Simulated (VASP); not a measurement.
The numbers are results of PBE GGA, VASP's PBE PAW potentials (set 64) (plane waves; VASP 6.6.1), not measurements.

VASP ran on this input.

File KPOINTS:
```
Automatic mesh
0
Gamma
5 5 3
0 0 0
```

### INCAR
```
SYSTEM = AsIr2
PREC = Accurate
ENCUT = 300
EDIFF = 1E-6
NELM = 100
ALGO = Normal
LREAL = .FALSE.
LASPH = .TRUE.
ISMEAR = 0
SIGMA = 0.05
GGA = PE
LMAXMIX = 6
LWAVE = .FALSE.
LCHARG = .FALSE.
ISIF = 2
```

### POSCAR
```
AsIr2
1
    3.8888360000     0.0000000000     0.0000000000
    0.0000000000     3.8888360000     0.0000000000
    0.0000000000     0.0000000000     5.9337660000
Ir As
4 2
Direct
  0.0000000000   0.0000000000   0.0000000000
  0.5000000000   0.5000000000   0.0000000000
  0.5000000000   0.0000000000   0.2700000000
  0.0000000000   0.5000000000   0.7300000000
  0.5000000000   0.0000000000   0.7000000000
  0.0000000000   0.5000000000   0.3000000000
```

POTCAR, in this order: Ir As (PBE.64 set). Program: vasp_std.

The resulting files:

**OSZICAR**
```
       N       E                     dE             d eps       ncg     rms          rms(c)
DAV:   1     0.310777431874E+03    0.31078E+03   -0.14599E+04   648   0.104E+03
DAV:   2    -0.164370428378E+02   -0.32721E+03   -0.31796E+03   657   0.399E+02
DAV:   3    -0.417883793440E+02   -0.25351E+02   -0.24005E+02   917   0.932E+01
DAV:   4    -0.427151323658E+02   -0.92675E+00   -0.90048E+00   869   0.186E+01
DAV:   5    -0.427430969575E+02   -0.27965E-01   -0.26977E-01   841   0.246E+00    0.358E+01
DAV:   6    -0.416329726817E+02    0.11101E+01   -0.57203E+00  1045   0.223E+01    0.185E+01
DAV:   7    -0.419448221015E+02   -0.31185E+00   -0.67896E+00   980   0.291E+01    0.824E+00
DAV:   8    -0.412253665917E+02    0.71946E+00   -0.34697E+00   962   0.222E+01    0.169E+00
DAV:   9    -0.412196565460E+02    0.57100E-02   -0.16101E-01   842   0.392E+00    0.569E-01
DAV:  10    -0.412186800508E+02    0.97650E-03   -0.12846E-02   894   0.699E-01    0.279E-01
DAV:  11    -0.412185866234E+02    0.93427E-04   -0.37595E-03  1012   0.688E-01    0.140E-01
DAV:  12    -0.412184393548E+02    0.14727E-03   -0.62695E-04  1004   0.304E-01    0.394E-02
DAV:  13    -0.412184327205E+02    0.66343E-05   -0.58775E-05   908   0.444E-02    0.184E-02
DAV:  14    -0.412184349334E+02   -0.22129E-05   -0.21632E-06   488   0.115E-02    0.503E-03
DAV:  15    -0.412184340458E+02    0.88753E-06   -0.93582E-07   393   0.114E-02
   1 F= -.41218434E+02 E0= -.41212926E+02  d E =-.110163E-01
```

OUTCAR:
```
------------------------ aborting loop because EDIFF is reached ----------------------------------------
  FORCE on cell =-STRESS in cart. coord.  units (eV):
  Direction    XX          YY          ZZ          XY          YZ          ZX
  --------------------------------------------------------------------------------------
  Total       15.5904548     15.5904548     19.3608289      0.0000000      0.0000000      0.0000000
  in kB      278.3554276    278.3554276    345.6725214      0.0000000      0.0000000      0.0000000
  external PRESSURE =     300.7944589 kB  Pullay stress =       0.0000000 kB
  volume of cell :       89.74
      direct lattice vectors                 reciprocal lattice vectors
     3.888836000  0.000000000  0.000000000     0.257146354  0.000000000  0.000000000
     0.000000000  3.888836000  0.000000000     0.000000000  0.257146354  0.000000000
     0.000000000  0.000000000  5.933766000     0.000000000  0.000000000  0.168527037
 POSITION                                       TOTAL-FORCE (eV/Angst)
 -----------------------------------------------------------------------------------
      0.00000      0.00000      0.00000         0.000000      0.000000      0.000000
      1.94442      1.94442      0.00000        -0.000000     -0.000000      0.000000
      1.94442      0.00000      1.60212         0.000000      0.000000      5.092200
      0.00000      1.94442      4.33165        -0.000000      0.000000     -5.092200
      1.94442      0.00000      4.15364         0.000000      0.000000     -1.639209
      0.00000      1.94442      1.78013        -0.000000      0.000000      1.639209
 -----------------------------------------------------------------------------------
    total drift:                                0.000000     -0.000000     -0.000000
  FREE ENERGIE OF THE ION-ELECTRON SYSTEM (eV)
  ---------------------------------------------------
  free  energy   TOTEN  =       -41.2184340458 eV

  energy  without entropy=      -41.2074177696  energy(sigma->0) =      -41.21292591
```
(Selected blocks of OUTCAR.)

**OUTCAR**
```
 val. band max:        9.7094715572   @ k =   0.4000   0.4000   0.0000

 cond. band min:       9.7417296151   @ k =   0.2000   0.2000   0.3333


 Fermi energy:         9.7360207662

 k-point     1 :       0.0000    0.0000    0.0000
  band No.  band energies     occupation
      1      -4.8571      2.00000
      2      -2.9927      2.00000
      3       1.1824      2.00000
      4       2.3804      2.00000
      5       2.6176      2.00000
      6       2.7272      2.00000
      7       2.7272      2.00000
      8       3.4837      2.00000
      9       3.9724      2.00000
     10       4.9514      2.00000
     11       4.9514      2.00000
     12       5.7550      2.00000
     13       6.4139      2.00000
     14       6.5283      2.00000
     15       6.5283      2.00000
     16       6.8318      2.00000
     17       7.8426      2.00000
     18       8.1327      2.00000
     19       8.1327      2.00000
     20       8.4647      2.00000
     21       8.4647      2.00000
     22       8.6808      2.00000
     23       8.9546      2.00000
     24       9.1396      2.00000
     25       9.8833      0.00003
     26       9.8911      0.00001
     27      10.5490      0.00000

 k-point     2 :       0.2000    0.0000    0.0000
  band No.  band energies     occupation
      1      -4.4721      2.00000
      2      -2.8622      2.00000
      3       1.5390      2.00000
      4       2.5555      2.00000
      5       2.5586      2.00000
      6       2.6630      2.00000
      7       3.0569      2.00000
      8       3.0720      2.00000
      9       3.9311      2.00000
     10       4.2759      2.00000
     11       5.1209      2.00000
     12       5.3368      2.00000
     13       5.5523      2.00000
     14       5.7409      2.00000
     15       6.0736      2.00000
     16       6.7212      2.00000
     17       7.4969      2.00000
     18       8.1889      2.00000
     19       8.2488      2.00000
     20       8.5772      2.00000
     21       8.6956      2.00000
...
```

At this cut-off the stress carries a Pulay error, which pulls relaxed volumes low. Unless said otherwise, spin-orbit coupling is left out, though it shifts the bands of the heavy elements here.

The structure was generated: AsIr2 was put into an ordered model structure, which need not be its known phase. The cell was not relaxed at this level. The k-mesh is coarse (spacing up to 0.35 per Å, 2π included), so the numbers may not be converged in it.
